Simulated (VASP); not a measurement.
Given:

```yaml
crystal:
  lattice:
    - [0.00000, 3.16000, 3.16000]
    - [3.16000, 0.00000, 3.16000]
    - [3.16000, 3.16000, 0.00000]
  atoms:
    - { symbol: Sn, position: [0.00000, 0.00000, 0.00000] }
    - { symbol: Te, position: [0.50000, 0.50000, 0.50000] }
```

All values below come from revTPSS meta-GGA, VASP's PBE PAW potentials (set 64) (plane waves; VASP). Run with 520 eV cut-off, 8×8×8 Γ-centred mesh, tetrahedra with Blöchl corrections, potentials Sn_d Te.

Unless said otherwise, spin-orbit coupling is left out, though it shifts the bands of the heavy elements here.

Task: Tabulate the total density of states (states/eV per cell) against energy (eV; zero at the valence-band maximum or, without a gap, the Fermi level).

Result: 
| E (eV) | DOS (states/eV) |
|---|---|
| -9.90 | 0.00 |
| -9.55 | 0.00 |
| -9.20 | 0.00 |
| -8.84 | 0.00 |
| -8.49 | 0.00 |
| -8.14 | 0.45 |
| -7.78 | 1.46 |
| -7.55 | 1.95 |
| -7.19 | 1.11 |
| -6.84 | 0.75 |
| -6.48 | 0.31 |
| -6.13 | 0.16 |
| -5.78 | 0.11 |
| -5.42 | 0.18 |
| -5.07 | 0.43 |
| -4.72 | 0.75 |
| -4.36 | 0.84 |
| -4.01 | 1.25 |
| -3.66 | 1.72 |
| -3.30 | 1.64 |
| -3.07 | 1.68 |
| -2.71 | 1.76 |
| -2.36 | 1.71 |
| -2.01 | 1.59 |
| -1.65 | 0.80 |
| -1.30 | 1.45 |
| -0.95 | 1.29 |
| -0.59 | 0.39 |
| -0.24 | 0.02 |
| 0.12 | 0.00 |
| 0.47 | 0.07 |
| 0.82 | 1.59 |
| 1.18 | 1.81 |
| 1.41 | 1.54 |
| 1.77 | 1.25 |
| 2.12 | 1.31 |
| 2.47 | 1.91 |
| 2.83 | 1.55 |
| 3.18 | 1.65 |
| 3.53 | 1.34 |
Within 2 eV below the valence-band maximum the largest weight inside VASP's projection spheres is Te p, then Sn s.

The compound is SnTe in the rock salt structure, which distorts at low temperature. The cell was not relaxed at this level.
